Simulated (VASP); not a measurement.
Given:

```yaml
crystal:
  lattice:
    - [3.22396, 0.00000, 0.00000]
    - [-1.61198, 2.79203, 0.00000]
    - [0.00000, 0.00000, 5.41372]
  atoms:
    - { symbol: Li, position: [0.66667, 0.33333, 0.38240] }
    - { symbol: Li, position: [0.33333, 0.66667, 0.61760] }
    - { symbol: Hf, position: [0.00000, 0.00000, 0.00000] }
    - { symbol: N, position: [0.66667, 0.33333, 0.77951] }
    - { symbol: N, position: [0.33333, 0.66667, 0.22049] }
```

Level of theory: PBEsol GGA, VASP's PBE PAW potentials (set 64) (plane waves; VASP). Run with 520 eV cut-off, Gaussian smearing of 0.050 eV, potentials Li_sv Hf_pv N.

Unless said otherwise, spin-orbit coupling is left out, though it shifts the bands of the heavy elements here.

Q: Give the energies of bands 8 to 16 at the high-symmetry points, in eV from the valence-band maximum.

A: 
| band | Γ | M | K | A | L | H |
|---|---|---|---|---|---|---|
| 8 | -5.00 | -5.10 | -4.21 | -3.98 | -4.98 | -3.49 |
| 9 | -2.88 | -3.12 | -3.44 | -2.81 | -3.22 | -3.48 |
| 10 | -2.88 | -2.66 | -3.44 | -2.81 | -2.82 | -3.48 |
| 11 | -0.43 | -2.56 | -2.25 | -2.10 | -2.75 | -2.46 |
| 12 | 0.00 | -1.42 | -2.25 | -0.20 | -0.90 | -2.06 |
| 13 | 0.00 | -1.22 | -1.38 | -0.20 | -0.81 | -2.06 |
| 14 | 3.52 | 2.04 | 3.40 | 3.43 | 1.85 | 4.21 |
| 15 | 3.52 | 5.77 | 5.12 | 3.43 | 4.47 | 4.64 |
| 16 | 3.94 | 6.29 | 5.12 | 4.43 | 6.06 | 4.64 |

The gap is indirect, 1.85 eV, from the valence maximum at Γ to the conduction minimum at L.

The structure comes from a computed database's Li2HfN2 entry (P-3m1); how it stands against other phases isn't given here. It was relaxed first.
